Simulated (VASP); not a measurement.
Output of a VASP run:

File OUTCAR:
```
 ion  position               nearest neighbor table
   1  0.000  0.000  0.000-   2 2.77   2 2.77   2 2.77   2 2.77   2 2.77   2 2.77   2 2.77   2 2.77
  LATTYP: Found a simple cubic cell.
 ALAT       =     3.1943920194
 Subroutine PRICEL returns:
 Original cell was already a primitive cell.
 Subroutine GETGRP returns: Found 48 space group operations
The static configuration has the point symmetry O_h .
The dynamic configuration has the point symmetry O_h .
 Subroutine INISYM returns: Found 48 space group operations
 Subroutine IBZKPT returns following result:
 Found     56 irreducible k-points:

 Following reciprocal coordinates:
            Coordinates               Weight
  0.000000  0.000000  0.000000      1.000000
  0.100000  0.000000  0.000000      6.000000
  0.200000  0.000000  0.000000      6.000000
  0.300000  0.000000  0.000000      6.000000
  0.400000  0.000000  0.000000      6.000000
  0.500000  0.000000  0.000000      3.000000
  0.100000  0.100000  0.000000     12.000000
  0.200000  0.100000  0.000000     24.000000
  0.300000  0.100000  0.000000     24.000000
  0.400000  0.100000  0.000000     24.000000
  0.500000  0.100000  0.000000     12.000000
  0.200000  0.200000  0.000000     12.000000
  0.300000  0.200000  0.000000     24.000000
  0.400000  0.200000  0.000000     24.000000
  0.500000  0.200000  0.000000     12.000000
  0.300000  0.300000  0.000000     12.000000
  0.400000  0.300000  0.000000     24.000000
  0.500000  0.300000  0.000000     12.000000
  0.400000  0.400000  0.000000     12.000000
  0.500000  0.400000  0.000000     12.000000
  0.500000  0.500000  0.000000      3.000000
  0.100000  0.100000  0.100000      8.000000
  0.200000  0.100000  0.100000     24.000000
  0.300000  0.100000  0.100000     24.000000
  0.400000  0.100000  0.100000     24.000000
  0.500000  0.100000  0.100000     12.000000
  0.200000  0.200000  0.100000     24.000000
  0.300000  0.200000  0.100000     48.000000
  0.400000  0.200000  0.100000     48.000000
  0.500000  0.200000  0.100000     24.000000
  0.300000  0.300000  0.100000     24.000000
  0.400000  0.300000  0.100000     48.000000
  0.500000  0.300000  0.100000     24.000000
  0.400000  0.400000  0.100000     24.000000
  0.500000  0.400000  0.100000     24.000000
  0.500000  0.500000  0.100000      6.000000
  0.200000  0.200000  0.200000      8.000000
  0.300000  0.200000  0.200000     24.000000
  0.400000  0.200000  0.200000     24.000000
  0.500000  0.200000  0.200000     12.000000
   k-points           NKPTS =     56   k-points in BZ     NKDIM =     56   number of bands    NBANDS=     13
   number of dos      NEDOS =    301   number of ions     NIONS =      2
   total plane-waves  NPLWV =  13824
   dimension x,y,z NGX =    24 NGY =   24 NGZ =   24
   dimension x,y,z NGXF=    48 NGYF=   48 NGZF=   48
   ions per type =               1   1
   PREC   = accura    normal or accurate (medium, high low for compatibility)
   ISTART =      0    job   : 0-new  1-cont  2-samecut
   ICHARG =      2    charge: 1-file 2-atom 10-const
   ISPIN  =      1    spin polarized calculation?
   LNONCOLLINEAR =      F non collinear calculations
   LSORBIT =      F    spin-orbit coupling
   INIWAV =      1    electr: 0-lowe 1-rand  2-diag
   ENCUT  =  400.0 eV  29.40 Ry    5.42 a.u.   5.21  5.21  5.21*2*pi/ulx,y,z
   NELM   =    100;   NELMIN=  2; NELMDL= -5     # of ELM steps
   EDIFF  = 0.1E-05   stopping-criterion for ELM
   LREAL  =      F    real-space projection
   NLSPLINE    = F    spline interpolate recip. space projectors
   LMAXMIX     =    4 max onsite mixed and CHGCAR
   VOSKOWN=      0    Vosko Wilk Nusair interpolation
   EDIFFG = -.1E-01   stopping-criterion for IOM
   NSW    =     60    number of steps for IOM
   NBLOCK =      1;   KBLOCK =     60    inner block; outer block
   IBRION =      2    ionic relax: 0-MD 1-quasi-New 2-CG
   NFREE  =      1    steps in history (QN), initial steepest desc. (CG)
...
```

### OSZICAR
```
       N       E                     dE             d eps       ncg     rms          rms(c)
DAV:   1     0.751110633485E+02    0.75111E+02   -0.82162E+03  1556   0.278E+03
DAV:   2    -0.257371599368E+01   -0.77685E+02   -0.75190E+02  1556   0.428E+02
DAV:   3    -0.977862875993E+01   -0.72049E+01   -0.71612E+01  1791   0.870E+01
DAV:   4    -0.990671431524E+01   -0.12809E+00   -0.12799E+00  1586   0.116E+01
DAV:   5    -0.990936307279E+01   -0.26488E-02   -0.26487E-02  1786   0.192E+00    0.265E+00
DAV:   6    -0.987565524928E+01    0.33708E-01   -0.29107E-02  1776   0.352E+00    0.145E+00
DAV:   7    -0.986108786945E+01    0.14567E-01   -0.18609E-02  1821   0.202E+00    0.111E-01
DAV:   8    -0.986067901842E+01    0.40885E-03   -0.10390E-03  1766   0.660E-01    0.786E-02
DAV:   9    -0.986065782567E+01    0.21193E-04   -0.67641E-05  1821   0.166E-01    0.164E-02
DAV:  10    -0.986065778814E+01    0.37529E-07   -0.41956E-06  1566   0.251E-02
   1 F= -.98606578E+01 E0= -.98606283E+01  d E =-.986066E+01
```

OUTCAR:
```
------------------------ aborting loop because EDIFF is reached ----------------------------------------
  FORCE on cell =-STRESS in cart. coord.  units (eV):
  Direction    XX          YY          ZZ          XY          YZ          ZX
  --------------------------------------------------------------------------------------
  Total       -0.0132407     -0.0132407     -0.0132407      0.0000000     -0.0000000      0.0000000
  in kB       -0.6508142     -0.6508142     -0.6508142      0.0000000     -0.0000000      0.0000000
  external PRESSURE =      -0.6508142 kB  Pullay stress =       0.0000000 kB
  volume of cell :       32.60
      direct lattice vectors                 reciprocal lattice vectors
     3.194392019  0.000000000  0.000000000     0.313048616  0.000000000  0.000000000
     0.000000000  3.194392019  0.000000000     0.000000000  0.313048616  0.000000000
     0.000000000  0.000000000  3.194392019     0.000000000  0.000000000  0.313048616
 POSITION                                       TOTAL-FORCE (eV/Angst)
 -----------------------------------------------------------------------------------
      0.00000      0.00000      0.00000         0.000000      0.000000      0.000000
      1.59720      1.59720      1.59720         0.000000      0.000000      0.000000
 -----------------------------------------------------------------------------------
    total drift:                                0.000000      0.000000     -0.000000
  FREE ENERGIE OF THE ION-ELECTRON SYSTEM (eV)
  ---------------------------------------------------
  free  energy   TOTEN  =        -9.8606577881 eV

  energy  without entropy=       -9.8605692554  energy(sigma->0) =       -9.86062828

 reached required accuracy - stopping structural energy minimisation
```
(Selected blocks of OUTCAR.)

**POSCAR**
```
SiGe
1
    3.1943920194    -0.0000000000    -0.0000000000
    0.0000000000     3.1943920194     0.0000000000
   -0.0000000000     0.0000000000     3.1943920194
Si Ge
1 1
Direct
  0.0000000000   0.0000000000   0.0000000000
  0.5000000000   0.5000000000   0.5000000000
```

**Question.** Reconstruct the remaining input files.

**Answer.** Several could match; the one computed here: the input of the run itself, PBEsol GGA, plane waves, VASP's PBE PAW potentials (set 64).

INCAR:
```
# general
SYSTEM  = SiGe
PREC    = Accurate
ENCUT   = 400
LREAL   = .FALSE.
LASPH   = .TRUE.

# electronic loop
EDIFF   = 1E-6
NELM    = 100
ALGO    = Normal
LMAXMIX = 4

# smearing
ISMEAR  = 1
SIGMA   = 0.1

# functional
GGA     = PS

# ions
IBRION  = 2
NSW     = 60
ISIF    = 3
EDIFFG  = -0.01

# output
LWAVE   = .FALSE.
LCHARG  = .FALSE.
```

**KPOINTS**
```
Automatic mesh
0
Gamma
10 10 10
0 0 0
```

POTCAR, in this order: Si Ge_d (PBE.64 set). Program: vasp_std.

The structure was generated: SiGe was put into the CsCl type type (Pm-3m), which need not be its known phase. It was relaxed first, which changed the volume by +20 %. The start is the result of an earlier pass. VASP warned that the highest band is occupied, so more bands are needed.
